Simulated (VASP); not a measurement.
Given:

```
SrCl2
1.0
    0.00000     3.30477     3.30477
    3.30477     0.00000     3.30477
    3.30477     3.30477     0.00000
Sr Cl
1 2
Direct
  0.00000   0.00000   0.00000
  0.25000   0.25000   0.25000
  0.75000   0.75000   0.75000
```

All values below come from PBE GGA, VASP's PBE PAW potentials (set 64) (plane waves; VASP). Settings: 500 eV cut-off, 6×6×6 Γ-centred mesh, Gaussian smearing of 0.050 eV, potentials Sr_sv Cl.

Energy and stress use the plane-wave basis of the starting cell.

**Question.** The ions, cell shape and volume at an external pressure of 20.0 GPa are relaxed. Give the cell that the relaxation ends in.

**Answer.** 
```
SrCl2
1.0
    0.00000     3.18671     3.18671
    3.18671     0.00000     3.18671
    3.18671     3.18671     0.00000
Sr Cl
1 2
Direct
  0.00000   0.00000   0.00000
  0.25000   0.25000   0.25000
  0.75000   0.75000   0.75000
```
Space group Fm-3m (225), at a tolerance of 0.03 Å.

**Question.** How do energy and volume change from the first to the last step?

**Answer.** The energy (σ→0) changes by +225.9 meV/atom and the volume by -10.3 %, in 4 ionic steps.

The compound is SrCl2 in the fluorite structure. This run relaxes it under an external pressure of 20 GPa. Symmetry was kept, so distortions that lower it aren't found.
